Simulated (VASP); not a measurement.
# Sn2C (P-3m1) in VASP: single point with r2SCAN

Aim: the single point of Sn2C with r2SCAN.

Program: VASP 6.6.1. These are calculated values, not measurements. Logs are shortened: lines on timing, memory, paths and dates and some standing lists are left out, and cuts for length are marked.

**1. The crystal as given**

The structure is trigonal, space group P-3m1 (No. 164). The conventional cell has a = 3.506 Å, b = 3.506 Å, c = 11.747 Å, α = 90.00°, β = 90.00°, γ = 120.00°. Around Sn (site symmetry 3m) lie 3 C at 2.32 Å. Sn (site symmetry 3m) has 12 Sn at 3.33 to 3.51 Å as nearest neighbours. Around C (site symmetry 3m) lie 1 C at 1.39 Å.

The cell was built by a generator and needn't be a form met in nature.

**2. Single point, r2SCAN**

INCAR

```
SYSTEM = Sn2C
PREC = Accurate
ENCUT = 520
EDIFF = 1E-6
ISMEAR = 0
SIGMA = 0.1
LREAL = .FALSE.
LASPH = .TRUE.
NELM = 150
ALGO = Normal
ISIF = 2
LWAVE = .FALSE.
LCHARG = .FALSE.
METAGGA = R2SCAN
LMIXTAU = .TRUE.
NBANDS = 41
KPAR = 4
```

KPOINTS

```
Automatic mesh
0
G
  10 10 4
  0 0 0
```

POSCAR

```
Sn2C
1.0
    3.5059120000      0.0000000000      0.0000000000
   -1.7529560000      3.0362090000      0.0000000000
    0.0000000000      0.0000000000     11.7468600000
Sn C
4 2
Direct
    0.3333330000      0.6666670000      0.1559750000
    0.6666670000      0.3333330000      0.8440250000
    0.6666670000      0.3333330000      0.3814030000
    0.3333330000      0.6666670000      0.6185970000
    0.0000000000      0.0000000000      0.0589650000
    0.0000000000      0.0000000000      0.9410350000
```

Potentials or basis: VASP PAW PBE potentials, release 64 (Sn_d, C).

The run is started by

```sh
> cat potpaw_PBE.64/Sn_d/POTCAR potpaw_PBE.64/C/POTCAR > POTCAR
> mpirun -np 4 vasp_std > vasp.out
```

OUTCAR:

```text
SYSTEM = Sn2C
   PREC = Accurate
   ENCUT = 520
   EDIFF = 1E-6
   ISMEAR = 0
   LREAL = .FALSE.
   LASPH = .TRUE.
   NELM = 150
   ISIF = 2
   METAGGA = R2SCAN

 ion  position               nearest neighbor table
   1  0.333  0.667  0.156-   5 2.32   5 2.32   5 2.32   3 3.33   3 3.33   3 3.33
   2  0.667  0.333  0.844-   6 2.32   6 2.32   6 2.32   4 3.33   4 3.33   4 3.33
   3  0.667  0.333  0.381-   1 3.33   1 3.33   1 3.33   4 3.44   4 3.44   4 3.44
   4  0.333  0.667  0.619-   2 3.33   2 3.33   2 3.33   3 3.44   3 3.44   3 3.44
   5  0.000  0.000  0.059-   6 1.39   1 2.32   1 2.32   1 2.32
   6  0.000  0.000  0.941-   5 1.39   2 2.32   2 2.32   2 2.32

  LATTYP: Found a hexagonal cell.
 ALAT       =     3.5059120000
 C/A-ratio  =     3.3505860957

  Lattice vectors:

 A1 = (   3.5059120000,   0.0000000000,   0.0000000000)
 A2 = (  -1.7529560000,   3.0362090000,   0.0000000000)
 A3 = (   0.0000000000,   0.0000000000,  11.7468600000)

Analysis of symmetry for initial positions (statically):
=====================================================================
 Subroutine PRICEL returns:
 Original cell was already a primitive cell.

 Routine SETGRP: Setting up the symmetry group for a
 hexagonal supercell.

 Subroutine GETGRP returns: Found 12 space group operations
 (whereof 12 operations were pure point group operations)
 out of a pool of 24 trial point group operations.

The static configuration has the point symmetry D_3d.

Analysis of symmetry for dynamics (positions and initial velocities):
=====================================================================
 Subroutine PRICEL returns:
 Original cell was already a primitive cell.

 Routine SETGRP: Setting up the symmetry group for a
 hexagonal supercell.

 Subroutine GETGRP returns: Found 12 space group operations
 (whereof 12 operations were pure point group operations)
 out of a pool of 24 trial point group operations.

The dynamic configuration has the point symmetry D_3d.

 Subroutine INISYM returns: Found 12 space group operations
 (whereof 12 operations are pure point group operations),
 and found     1 'primitive' translations

----------------------------------------------------------------------------------------

                                     Primitive cell

  volume of cell :     125.0416

  direct lattice vectors                    reciprocal lattice vectors
     3.505912000  0.000000000  0.000000000     0.285232487  0.164679045  0.000000000
    -1.752956000  3.036209000  0.000000000     0.000000000  0.329358091  0.000000000
     0.000000000  0.000000000 11.746860000     0.000000000  0.000000000  0.085129132

  length of vectors
     3.505912000  3.505912125 11.746860000     0.329358103  0.329358091  0.085129132

  position of ions in fractional coordinates (direct lattice)
     0.333333000  0.666667000  0.155975000
     0.666667000  0.333333000  0.844025000
     0.666667000  0.333333000  0.381403000
     0.333333000  0.666667000  0.618597000
     0.000000000  0.000000000  0.058965000
     0.000000000  0.000000000  0.941035000

  ion indices of the primitive-cell ions
   primitive index   ion index
                 1           1
                 2           2
                 3           3
                 4           4
                 5           5
                 6           6

----------------------------------------------------------------------------------------

 KPOINTS: Automatic mesh

Automatic generation of k-mesh.
 Grid dimensions read from file:
 generate k-points for:   10   10    4

 Generating k-lattice:

  Cartesian coordinates                     Fractional coordinates (reciprocal lattice)
     0.028523249  0.016467905  0.000000000     0.100000000  0.000000000  0.000000000
     0.000000000  0.032935809  0.000000000     0.000000000  0.100000000  0.000000000
     0.000000000  0.000000000  0.021282283     0.000000000  0.000000000  0.250000000

  Length of vectors
     0.032935810  0.032935809  0.021282283

  Shift w.r.t. Gamma in fractional coordinates (k-lattice)
     0.000000000  0.000000000  0.000000000

 Subroutine IBZKPT returns following result:
 ===========================================

 Found     50 irreducible k-points:

 Following reciprocal coordinates:
            Coordinates               Weight
  0.000000  0.000000  0.000000      1.000000
  0.100000 -0.000000  0.000000      6.000000
  0.200000 -0.000000  0.000000      6.000000
  0.300000 -0.000000  0.000000      6.000000
  0.400000 -0.000000  0.000000      6.000000
  0.500000 -0.000000  0.000000      3.000000
[... 16 lines left out ...]
  0.000000  0.400000  0.250000      6.000000
  0.500000 -0.000000  0.250000      6.000000
 [... further k-points ...]
   k-points           NKPTS =     50   k-points in BZ     NKDIM =     50   number of bands    NBANDS=     41
   number of dos      NEDOS =    301   number of ions     NIONS =      6
   total plane-waves  NPLWV =  70560
   dimension x,y,z NGX =    28 NGY =   28 NGZ =   90
   dimension x,y,z NGXF=    56 NGYF=   56 NGZF=  180
   ions per type =               4   2
   NGX,Y,Z   is equivalent  to a cutoff of  13.28, 13.28, 12.74 a.u.
   NGXF,Y,Z  is equivalent  to a cutoff of  26.55, 26.55, 25.47 a.u.
 SYSTEM =  Sn2C
   PREC   = accura    normal or accurate (medium, high low for compatibility)
   ISTART =      0    job   : 0-new  1-cont  2-samecut
   ICHARG =      2    charge: 1-file 2-atom 10-const
   ISPIN  =      1    spin polarized calculation?
   LNONCOLLINEAR =      F non collinear calculations
   LSORBIT =      F    spin-orbit coupling
   LASPH  =      T    aspherical Exc in radial PAW
   ENCUT  =  520.0 eV  38.22 Ry    6.18 a.u.   6.52  6.52 21.84*2*pi/ulx,y,z
   NELM   =    150;   NELMIN=  2; NELMDL= -5     # of ELM steps
   EDIFF  = 0.1E-05   stopping-criterion for ELM
   LREAL  =      F    real-space projection
   EDIFFG = 0.1E-04   stopping-criterion for IOM
   NSW    =      0    number of steps for IOM
   IBRION =     -1    ionic relax: 0-MD 1-quasi-New 2-CG
   NFREE  =      0    steps in history (QN), initial steepest desc. (CG)
   ISIF   =      2    stress and relaxation
   ISYM   =      2    0-nonsym 1-usesym 2-fastsym
   POTIM  = 0.5000    time-step for ionic-motion
   TEBEG  =    0.0;   TEEND  =   0.0 temperature during run
   PSTRESS=    0.0 pullay stress
   NELECT =      64.0000    total number of electrons
   NUPDOWN=      -1.0000    fix difference up-down
   EMIN   =  10.00;   EMAX   =-10.00  energy-range for DOS
   EFERMI =   0.00;   METHOD = LEGACY
   ISMEAR =     0;   SIGMA  =   0.10  broadening in eV -4-tet -1-fermi 0-gaus
   EFERMI_NEDOS =   21; number of points for ismear=-14 and -15
   IALGO  =     38    algorithm
   IMIX   =      4    mixing-type and parameters
     AMIX     =   0.40;   BMIX     =  1.00
     AMIX_MAG =   1.60;   BMIX_MAG =  1.00
  volume/ion in A,a.u.               =      20.84       140.64
  Fermi-wavevector in a.u.,A,eV,Ry     =   1.309534  2.474660 23.332337  1.714878
  Thomas-Fermi vector in A             =   2.440126
   LORBIT       =      0    0 simple, 1 ext, 2 COOP (PROOUT), +10 PAW based schemes
   METAGGA = R2SCAN    functional components
   LHFCALC =     F    Hartree Fock is set to
   AEXX    =    0.0000 exact exchange contribution
   IVDW    =     0    specifies the selected vdW correction
   LEPSILON=     F    determine dielectric tensor
   LRPA    =     F    only Hartree local field effects (RPA)
 non-spin polarized calculation
 Gauss-broadening in eV      SIGMA  =   0.10
  energy-cutoff  :      520.00
  volume of cell :      125.04
 maximum number of plane-waves:      3428
 NGX is ok and might be reduce to    28
   NGX = 13   NGY = 13   NGZ = 43

 number of electron      63.9999992 magnetization

 Free energy of the ion-electron system (eV)
  ---------------------------------------------------
  ext. energy  EPLUGINS =         0.00000000
  ---------------------------------------------------
  free energy    TOTEN  =      -114.84703326 eV

  energy without entropy =     -114.83671413  energy(sigma->0) =     -114.84187370

 E-fermi :   7.7668     XC(G=0): -11.2585

 val. band max:        7.7370141168   @ k =   0.4000   0.2000   0.5000
 cond. band min:       7.7869283238   @ k =  -0.1000   0.4000   0.2500
 fundamental gap:      0.0499142070
 Fermi energy:         7.7668198532

 k-point     1 :       0.0000    0.0000    0.0000
  band No.  band energies     occupation
      1     -14.6025      2.00000
      2     -14.6024      2.00000
      3     -14.5977      2.00000
      4     -14.5977      2.00000
      5     -14.5605      2.00000
      6     -14.5563      2.00000
[... 33 lines left out ...]
     40      14.3137      0.00000
     41      14.5599      0.00000

 k-point     2 :       0.1000   -0.0000    0.0000
  band No.  band energies     occupation
      1     -14.6102      2.00000
      2     -14.6033      2.00000
      3     -14.5930      2.00000
      4     -14.5886      2.00000
      5     -14.5561      2.00000
      6     -14.5508      2.00000
[... 33 lines left out ...]
     40      14.2072      0.00000
     41      14.2669      0.00000

 k-point     3 :       0.2000   -0.0000    0.0000
  band No.  band energies     occupation
      1     -14.6323      2.00000
      2     -14.6204      2.00000
      3     -14.5720      2.00000
      4     -14.5678      2.00000
      5     -14.5514      2.00000
      6     -14.5411      2.00000
[... 33 lines left out ...]
     40      13.6344      0.00000
     41      13.9786      0.00000

 k-point     4 :       0.3000   -0.0000    0.0000
  band No.  band energies     occupation
      1     -14.6610      2.00000
      2     -14.6429      2.00000
      3     -14.5614      2.00000
      4     -14.5599      2.00000
      5     -14.5513      2.00000
      6     -14.5503      2.00000
[... 825 lines left out ...]
     40      13.5237      0.00000
     41      13.8979      0.00000

 k-point    23 :       0.0000    0.4000    0.2500
  band No.  band energies     occupation
      1     -14.6847      2.00000
      2     -14.6616      2.00000
      3     -14.5692      2.00000
      4     -14.5623      2.00000
      5     -14.5593      2.00000
      6     -14.5493      2.00000
[... 33 lines left out ...]
     40      12.9853      0.00000
     41      13.8105      0.00000

 k-point    24 :       0.5000   -0.0000    0.2500
  band No.  band energies     occupation
      1     -14.6943      2.00000
      2     -14.6684      2.00000
      3     -14.5749      2.00000
      4     -14.5641      2.00000
      5     -14.5619      2.00000
      6     -14.5478      2.00000
[... 33 lines left out ...]
     40      13.2348      0.00000
     41      13.7152      0.00000

 [... further k-points ...]
[... 5 lines left out ...]
  --------------------------------------------------------------------------------------
  -------------------------------------------------------------------------------------
  Total       -1.2590426     -1.2590428     -1.6458008      0.0000000     -0.0000000      0.0000000
  in kB      -16.1323098    -16.1323113    -21.0879028      0.0000000     -0.0000000      0.0000000
  external PRESSURE =     -17.7841746 kB  Pullay stress =       0.0000000 kB

 VOLUME and BASIS-vectors are now :
 -----------------------------------------------------------------------------
  energy-cutoff  :      520.00
  volume of cell :      125.04
      direct lattice vectors                 reciprocal lattice vectors
     3.505912000  0.000000000  0.000000000     0.285232487  0.164679045  0.000000000
    -1.752956000  3.036209000  0.000000000     0.000000000  0.329358091  0.000000000
     0.000000000  0.000000000 11.746860000     0.000000000  0.000000000  0.085129132

 POSITION                                       TOTAL-FORCE (eV/Angst)
 -----------------------------------------------------------------------------------
     -0.00000      2.02414      1.83222         0.000000      0.000000     -0.164789
      1.75296      1.01207      9.91464         0.000000      0.000000      0.164789
      1.75296      1.01207      4.48029         0.000000      0.000000     -0.065142
     -0.00000      2.02414      7.26657        -0.000000      0.000000      0.065142
      0.00000      0.00000      0.69265         0.000000     -0.000000      0.118712
      0.00000      0.00000     11.05421         0.000000      0.000000     -0.118712
 -----------------------------------------------------------------------------------
    total drift:                                0.000000      0.000000      0.000000

  FREE ENERGIE OF THE ION-ELECTRON SYSTEM (eV)
  ---------------------------------------------------
  free  energy   TOTEN  =      -114.8470332642 eV

  energy  without entropy=     -114.8367141262  energy(sigma->0) =     -114.84187370
```

It took 5.7 min on 4 MPI ranks of Intel Xeon Platinum 8259CL at 2.50GHz (Skylake/Cascade Lake), shared host; peak memory 0.4 GiB.

Results:

- Free energy: -114.8470 eV
- Pressure: -1.8 GPa
- Largest force: 0.165 eV/Å
- Band gap on the k mesh: none (metal or under the smearing width)

Forces in eV/Å, atoms in the order of the input:
```
Sn   0.000  0.000 -0.165
Sn   0.000  0.000  0.165
Sn   0.000  0.000 -0.065
Sn   0.000  0.000  0.065
C    0.000  0.000  0.119
C    0.000  0.000 -0.119
```

Caveat: the PAW data sets were made with another functional, which shifts forces and pressure a little.
